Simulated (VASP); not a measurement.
Here is a VASP 6.6.1 calculation.

File INCAR:

```
  PREC = Accurate
  ENCUT = 520
  EDIFF = 1E-6
  ISMEAR = 0
  SIGMA = 0.1
  LREAL = False
  LASPH = True
  NELM = 100
  ALGO = Normal
  ISIF = 2
  LWAVE = False
  LCHARG = False
  GGA = PE
  NBANDS = 26
```

KPOINTS

```
Automatic mesh
0
Gamma
  4 4 6
```

POSCAR

```
CdHgS2
1.0
    5.4944732400      0.0000000000      0.0000000000
    0.0000000000      5.4944732400      0.0000000000
    0.0000000000      0.0000000000      2.6656082100
Cd Hg S
1 1 2
Direct
    0.5000000000      0.5000000000      0.5000000000
    0.0000000000      0.0000000000      0.0000000000
    0.5000000000      0.0000000000      0.0000000000
    0.0000000000      0.5000000000      0.0000000000
```

Potentials or basis: VASP PAW PBE potentials, release 64 (Cd, Hg, S).

Command:

```bash
$ cat potpaw_PBE.64/Cd/POTCAR potpaw_PBE.64/Hg/POTCAR potpaw_PBE.64/S/POTCAR > POTCAR
$ mpirun -np 1 vasp_std > vasp.out
```

(1) Estimate the pressure.

(2) What does it give for the band gap on the k mesh?

## Answers

(1) 7.0 GPa.

(2) none (metal or under the smearing width).

Caveat: the k mesh is coarse (spacing up to 0.39 Å⁻¹), so the values aren't converged.
